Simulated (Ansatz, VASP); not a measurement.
# Hf (Hafnium) in two plane-wave programs, part 2 of 2

One calculation is typed for both programs; each brings its own data sets. How far apart do they land? The cell is taken from a series of runs on this material, whose earlier steps may have relaxed, scaled, displaced or heated it; both programs get it as it stands.

VASP 6.6.1 and Ansatz 0.2.0.

So far: Set-up; VASP: zone-centre phonons, LDA.

## 3. Ansatz: zone-centre phonons, LDA

Level of this step: Ansatz beside VASP: Kohn-Sham DFT, plane waves, LDA (Ansatz).

Ansatz runs on its PAW soft_1 files.

The same cell, functional (in two slightly different forms), mesh and smearing now go to Ansatz, which takes its cutoff from its data sets.

Input file input.yaml:

```yaml
crystal:
  lattice:
    - [3.1206126508, 0.0, 0.0]
    - [-1.5603063254, 2.702529831, 0.0]
    - [0.0, 0.0, 4.9394305582]
  atoms:
    - { symbol: Hf, position: [0.3333333333, 0.6666666667, 0.25] }
    - { symbol: Hf, position: [0.6666666667, 0.3333333333, 0.75] }
kpoints:
  mp_grid: { grid: [15, 15, 8] }
hamiltonian:
  xc: lda
  pseudopotentials: { kind: paw, azcp: { folder: soft_1 }, xc_functional: pbe }
scf:
  occupations: { method: methfessel_paxton, width: 0.2 }
output:
  eigenvalues: true
phonons:
  method: dfpt
```

Run with:

```
$ ansatz run input.yaml --threads 4 --pin off --max-ram 10240MiB --backend cpu --events-out ev --progress --plain --runs-dir out
```

Numbers of over 12 decimals in the logs are rounded to 6 here.

What it wrote:

```text
zone centre: on kpoints.mp_grid the ground state, and the responses unless they are solved on pairs of k-points, stand on 320 of the mesh's 1800 k-points, reduced under 4 symmetry operations, with k and −k counted as one. Each operation leaves every solved displacement unchanged or reverses it
Engine: ansatz 0.2.0, aarch64-unknown-linux-gnu
Pseudopotentials: kind: paw
Pseudopotential: Hf, paw, valence charge 26, recommended cutoff 420 eV (normal), soft_1/Hf.paw.azcp
Functional definition: SPW92
  exchange = slater_x
  correlation = pw_c
Crystal: 2 atoms, lattice volume = 41.657 Å³
Basis set: ecut = 420 eV, 809 PW (Γ), exchange–correlation on 48×48×72 points (8 copies of the dense FFT grid, shifted against one another)
Bands: 32, of which v1, the nominal top of the filled ones, is band 26 counted from 1 (25 counted from 0)
Symmetry: 24 space group operations
k-points: 320 of 1800 (irreducible under 4 space group operations, time reversal used)
Non-local potential: Hf, projectors of the file, l = 0: 3, l = 1: 2, l = 2: 2, l = 3: 3
PAW form: soft (Blöchl's): semilocal exchange-correlation on the pseudo side does not see the compensation charge
PAW frozen core: Hf, regenerated for the run's functional, and the local potential with it (the file was generated under x = pbe(κ = 0.804, μ = 0.219515), c = pbe(β = 0.066725))
PAW one-centre angular grid: Hf, 590 points (default); XC on 64 Gauss nodes
Initial density: superposition of atomic densities (chi_scale 0.1, normalization cell)
Initial wavefunctions: pseudopotential atomic-orbital guess
Functional: x = slater, c = lda
SCF iter   1: F=—  HF=-30955.205924 eV  |F-HF|=—  |Δ(HF+E_count)|=         —  Δρ=3.41e-2  dr2=5.67e-1  ethr=3.10e-3  ⟨swp⟩=5.0  Hψ=34583  notcnv=0
preconditioner: auto → Kerker (q_TF=auto, 2.831 Å⁻¹)  [metal: Δε(μ)=0.022 eV  Ē_g=16.983 eV  σ=0.200 eV  W_gap=0.09  n_scr=22 (ndim 8)  ℏωp=39.9 eV  f_vac=0.000  D(μ)=1.31/eV (n_scr^D=8)]
SCF iter   2: F=—  HF=-30955.074851 eV  |F-HF|=—  |Δ(HF+E_count)|=   1.31e-1  S|Δr|=    0.00e0  Δρ=2.12e-2  dr2=2.20e-1  ethr=1.09e-3  ⟨swp⟩=2.4  Hψ=19086  notcnv=0  defer=17
SCF iter   3: F=—  HF=-30955.022861 eV  |F-HF|=—  |Δ(HF+E_count)|=   5.20e-2  S|Δr|=    0.00e0  Δρ=8.30e-3  dr2=3.29e-2  ethr=4.23e-4  ⟨swp⟩=2.0  Hψ=15979  notcnv=0  defer=35
SCF iter   4: F=—  HF=-30954.984035 eV  |F-HF|=—  |Δ(HF+E_count)|=   3.88e-2  S|Δr|=    0.00e0  Δρ=3.09e-3  dr2=1.95e-3  ethr=6.32e-5  ⟨swp⟩=2.0  Hψ=18483  notcnv=0  defer=37
SCF iter   5: F=—  HF=-30954.984982 eV  |F-HF|=—  |Δ(HF+E_count)|=   9.47e-4  S|Δr|=    0.00e0  Δρ=6.15e-4  dr2=1.45e-4  ethr=3.76e-6  ⟨swp⟩=2.9  Hψ=18043  notcnv=0  defer=35
SCF iter   6: F=—  HF=-30954.985111 eV  |F-HF|=—  |Δ(HF+E_count)|=   1.28e-4  S|Δr|=    0.00e0  Δρ=1.34e-4  dr2=6.29e-6  ethr=2.78e-7  ⟨swp⟩=2.0  Hψ=18532  notcnv=0  defer=35
SCF iter   7: F=—  HF=-30954.985115 eV  |F-HF|=—  |Δ(HF+E_count)|=   4.21e-6  S|Δr|=    0.00e0  Δρ=2.90e-5  dr2=3.78e-7  ethr=1.21e-8  ⟨swp⟩=2.1  Hψ=18545  notcnv=0  defer=35
SCF iter   8: F=—  HF=-30954.985117 eV  |F-HF|=—  |Δ(HF+E_count)|=   1.96e-6  S|Δr|=    0.00e0  Δρ=5.32e-6  dr2=1.26e-8  ethr=7.26e-10  ⟨swp⟩=2.6  Hψ=17049  notcnv=0  defer=147
SCF iter   9: F=—  HF=-30954.985117 eV  |F-HF|=—  |Δ(HF+E_count)|=   4.84e-9  S|Δr|=    0.00e0  Δρ=9.52e-7  dr2=3.07e-10  ethr=2.43e-11  ⟨swp⟩=2.1  Hψ=17187  notcnv=0  defer=147
SCF iter  10: F=—  HF=-30954.985117 eV  |F-HF|=—  |Δ(HF+E_count)|=  7.28e-12  S|Δr|=    0.00e0  Δρ=2.22e-7  dr2=1.45e-11  ethr=1.00e-12  ⟨swp⟩=2.2  Hψ=15357  notcnv=0  defer=147
SCF iter  11: F=-30954.985117 eV  HF=-30954.985117 eV  |F-HF|=7.28e-12  |Δ(HF+E_count)|=  7.28e-12  S|Δr|=    0.00e0  Δρ=5.40e-8  dr2=5.68e-13  ethr=1.00e-12  ⟨swp⟩=9.5  Hψ=57027  notcnv=0
the search or the solves at the SCF's close seem to have found levels that the self-consistency loop had missed (the run counts 4). By its estimate they hold under 1e-12 electrons; where the run keeps them, the occupations were computed again with them
SCF 1 converged in 11 iterations: F = -30954.985117 eV  dr2 = 5.68e-13
  greatest PAW one-centre occupation: 0.998 electrons in one spin orbital (limit 2), on the Hf atom at site 1 (counted from 0), in its partial waves of l = 3
DFPT response loops at Γ: preconditioner auto → Kerker (q_TF=auto, 2.831 Å⁻¹) (partly filled bands, converged f_vac=0.000); β = 1.00, the filter's whole step (`scf.mixing.beta` (0.50) is not read by the response loops under this deck's `scf.mixing.preconditioner`; to damp them name `kerker` or `kerker_dos`, under which they read `scf.mixing.beta`, and type it under 1.00, their step now; both keys bind the ground state too); Broyden in place of MSR1
SCF converged after 11 iterations
Stability not checked: this state was not tested for a lower state beside it, because cold or Methfessel-Paxton smearing, or corrected tetrahedra, fill the levels in a way that the test cannot read (fill_not_monotonic; see scf.lower_state_search)
Free energy (F): -30954.985117 eV
Harris-Foulkes:  -30954.985117 eV  (|F-HF|=7.28e-12)
Internal energy: -30954.988464 eV  (E = F + TS)
E sigma→0 (E₀):  -30954.985954 eV
Entropy (-TS):   0.003347 eV (1.674 meV/atom)
Fermi energy:    19.317372 eV
--- Per-component energies (eV) ---
  E_band       = 46.420974
  E_kinetic    = 824.978100
  E_local      = -12268.992686  (includes V_loc(G=0)·N_el)
  E_nonlocal   = 142.828167
  E_hartree    = 5996.433333
  E_xc         = -530.968966
  E_vxc        = -512.676584  (∫ρ·V_xc dr)
  E_paw        = -14907.608521  (= ΣΔE_a)
  E_vpaw       = -132.582897  (= ΣTr[D̂ρ^β])
  E_aug_tail   = 0.000227  (compensation charges beyond the density's cutoff)
  E_ewald      = -10216.572295
  E_core_change = 4.914176  (= ΣΔE_core)
  E_smearing   = 0.003347  (= −TS)
  E_closure    = -0.000000  (closes the sum)
  Σ components = -30954.985117   (vs F -30954.985117, Δ=0.00e0)
--- Band table (eV; the first three rows and the last of 320) ---
  k-point 0: bands = [... 22 lower, 11.7076, 15.3493, 20.3336, 20.4153, 20.4153, 20.7164, 21.3070, 21.3070, ... 2 higher]
  k-point 1: bands = [... 22 lower, 11.8651, 15.2975, 20.0733, 20.3246, 20.3246, 20.5843, 21.1768, 21.1768, ... 2 higher]
  k-point 2: bands = [... 22 lower, 12.3181, 15.0770, 19.5763, 20.1949, 20.1949, 20.2333, 20.8723, 20.8723, ... 2 higher]
  k-point 319: bands = [... 22 lower, 16.2801, 16.2801, 18.4880, 18.4880, 19.2827, 19.2827, 21.5574, 21.5574, ... 2 higher]
--- Phonons (Γ-DFPT): 2 representative perturbations + reference, on 320 of 1800 k-points (Σ response iterations 6) ---
  k mesh reduced under 4 symmetry operations, with k and −k counted as one. Each operation leaves every solved displacement unchanged or reverses it
  ASR residual: 3.532e-5 → 0.000e0 eV/Å²; symmetrization residual: 1.538e-11 eV/Å²
  ASR residual per site (eV/Å²): 3.53e-5 3.53e-5
  Γ frequencies (cm⁻¹): 0.00 0.00 0.00 72.94 72.94 113.01
  non-analytic LO–TO correction: not included (Born effective charges unavailable; polar crystals: no LO–TO splitting at Γ)
```

In the SCF lines HF is the Harris–Foulkes energy and dr2 the Hartree energy of the density residual, in eV; the loop may stop once dr2 is under the threshold and the program's other checks hold. Hψ counts applications of the Hamiltonian.

## 4. Differences

Known differences besides the potentials themselves: the data sets hold 52 valence electrons in Ansatz (on its PAW soft_1 files) and 20 in VASP; the cutoff is 420 eV in Ansatz and 500 eV in VASP; VASP's log shows a relativistic correction to its local exchange, Ansatz's none. Total energies have different zeros and are not compared.

The two programs side by side:

```tsv
quantity	Ansatz	VASP	difference
optical mode 1 to 2 (cm⁻¹)	72.9	71.7	+1.69 %
optical mode 3 (cm⁻¹)	113.0	112.6	+0.40 %
```

Modes are paired by rising frequency, not by their patterns, so a pair may set unlike modes beside each other; they are those without the splitting of longitudinal modes.

## 5. What came out

| Item | Value |
| --- | --- |
| r.m.s. difference of the optical zone-centre modes, each program's sorted by frequency (zone-centre phonons, LDA) | 1.0 cm⁻¹ |
| difference in optical mode 1 to 2 (zone-centre phonons, LDA) | +1.7 % |

**Reading.** The r.m.s. difference of the optical zone-centre modes, each program's sorted by frequency is 1.0 cm⁻¹ (zone-centre phonons, LDA). The data sets hold unlike numbers of valence electrons (52 in Ansatz and 20 in VASP), so part of the differences comes from the potentials. Among the rows given in per cent, the largest difference of the zone-centre phonons, LDA pair is in optical mode 1 to 2, +1.7 %. Such differences can come from data sets, numerical settings and the points named under the comparisons, not from the functional's error against experiment.

[Lines on the potential files, build, host, timing and source positions are cut from VASP's logs without a mark.]

[Logs are printed without paths, hosts, clocks, repeated set-up lines and the standing remarks that a program may print on its own settings, such as how far it seeks lower states.]

[Hosts, paths, dates, database ids (printed as entryN), source tags and the programs' standing remarks are cut or masked in the printed files.]
